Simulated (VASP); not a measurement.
Data:

```
GaInN2
1.0
    3.32647     0.00000     0.00000
   -1.66323     2.88081     0.00000
    0.00000     0.00000     5.45620
In Ga N
1 1 2
Direct
  0.00000   0.00000   0.99712
  0.66667   0.33333   0.49592
  0.66667   0.33333   0.14604
  0.00000   0.00000   0.60252
```

Computed with LDA (Ceperley-Alder, Perdew-Zunger) with spin-orbit coupling, VASP's LDA PAW potentials (set 64) (plane waves; VASP). Run with 520 eV cut-off, 7×7×4 Γ-centred mesh, Gaussian smearing of 0.050 eV, potentials In_d Ga_d N.

Q: Give the energies of bands 27 to 40 at the high-symmetry points, in eV from the valence-band maximum.

A: 
| band | Γ | M | K | A | L | H |
|---|---|---|---|---|---|---|
| 27 | -1.30 | -5.02 | -5.11 | -3.69 | -5.95 | -5.55 |
| 28 | -1.30 | -5.02 | -5.08 | -3.69 | -5.95 | -5.54 |
| 29 | -1.27 | -4.09 | -4.78 | -1.05 | -2.33 | -4.29 |
| 30 | -1.27 | -4.09 | -4.77 | -1.05 | -2.33 | -4.25 |
| 31 | -0.35 | -2.83 | -3.07 | -1.03 | -2.27 | -3.76 |
| 32 | -0.35 | -2.83 | -3.01 | -1.03 | -2.27 | -3.61 |
| 33 | 0.00 | -2.28 | -2.87 | -0.28 | -1.74 | -1.91 |
| 34 | 0.00 | -2.28 | -2.85 | -0.28 | -1.74 | -1.89 |
| 35 | 0.00 | -0.95 | -2.55 | -0.26 | -1.57 | -1.36 |
| 36 | 0.00 | -0.95 | -2.48 | -0.26 | -1.57 | -1.35 |
| 37 | 0.45 | 4.00 | 4.45 | 2.64 | 3.28 | 5.36 |
| 38 | 0.45 | 4.00 | 4.53 | 2.64 | 3.28 | 5.41 |
| 39 | 3.36 | 4.93 | 6.25 | 3.28 | 3.78 | 5.42 |
| 40 | 3.36 | 4.93 | 6.29 | 3.28 | 3.78 | 5.47 |

The gap is direct, 0.45 eV, from the valence maximum at Γ to the conduction minimum at Γ.

The structure comes from a computed database's InGaN2 entry (P3m1); how it stands against other phases isn't given here. It was relaxed first, which changed the volume by -6 %.
